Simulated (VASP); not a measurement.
A VASP calculation is set up with these files.

### POSCAR
```
ZnSiP2
1
   -2.6795881621     2.6795881621     5.2044190080
    2.6795881621    -2.6795881621     5.2044190080
    2.6795881621     2.6795881621    -5.2044190080
Zn Si P
2 2 4
Direct
  0.0000000000   1.0000000000   0.0000000000
  0.7500000000   0.2500000000   0.5000000000
  0.5000000000   0.5000000000   0.0000000000
  0.2500000000   0.7500000000   0.5000000000
  0.8750000000   0.8596235522   0.4846235522
  0.1403764478   0.6250000000   0.0153764478
  0.3750000000   0.3903764478   0.5153764478
  0.6096235522   0.1250000000   0.9846235522
```

**KPOINTS**
```
Regular mesh
0
G
  5 5 5
```

**INCAR**
```
! general
SYSTEM   =  ZnSiP2
PREC     =  Accurate
ENCUT    =  400   ! plane-wave cut-off (eV)
LREAL    =  .FALSE.   ! projection in real space or not
LASPH    =  .TRUE.   ! aspherical one-centre terms

! electronic loop
EDIFF    =  1E-6
NELM     =  100
ALGO     =  Normal   ! blocked Davidson
LMAXMIX  =  4   ! l cut-off of mixed one-centre charges

! smearing
ISMEAR   =  0
SIGMA    =  0.05   ! width (eV)

! functional
GGA      =  PS   ! PBEsol

! ions
IBRION   =  2   ! conjugate gradients
NSW      =  60   ! most ionic steps
ISIF     =  3   ! ions, shape and volume
EDIFFG   =  -0.02   ! ionic stop

! output
LWAVE    =  .FALSE.
LCHARG   =  .FALSE.
```

POTCAR, in this order: Zn Si P (PBE.64 set). Program: vasp_std.

Write an equivalent input for Ansatz.

One equivalent input (not run):
Ansatz 0.2 input:
```yaml
crystal:
  lattice:
    - [-2.6795882, 2.6795882, 5.2044190]
    - [2.6795882, -2.6795882, 5.2044190]
    - [2.6795882, 2.6795882, -5.2044190]
  atoms:
    - { symbol: Zn, position: [0.0000000, 1.0000000, 0.0000000] }
    - { symbol: Zn, position: [0.7500000, 0.2500000, 0.5000000] }
    - { symbol: Si, position: [0.5000000, 0.5000000, 0.0000000] }
    - { symbol: Si, position: [0.2500000, 0.7500000, 0.5000000] }
    - { symbol: P, position: [0.8750000, 0.8596236, 0.4846236] }
    - { symbol: P, position: [0.1403764, 0.6250000, 0.0153764] }
    - { symbol: P, position: [0.3750000, 0.3903764, 0.5153764] }
    - { symbol: P, position: [0.6096236, 0.1250000, 0.9846236] }
kpoints:
  mp_grid: { grid: [5, 5, 5] }
hamiltonian:
  xc: pbesol
  pseudopotentials: { kind: paw }
scf:
  occupations: { method: gaussian, width: 0.05 }
  max_iter: 100
relax:
  max_steps: 60
  f_tol: 0.02
  cell: {}
output: { forces: true, stress: true, eigenvalues: true }
```
The two are equivalent in intent, not identical: each code has its own PAW files, so the cut-off isn't converted (ENCUT is set for VASP's; basis.ecutwfc is left out, and Ansatz then takes the one that its files recommend); Ansatz stops its SCF on the density residual and VASP on the energy change (EDIFF).

The compound is ZnSiP2 in the chalcopyrite structure. This run relaxes it. Symmetry was kept, so distortions that lower it aren't found. The start is the result of an earlier pass.
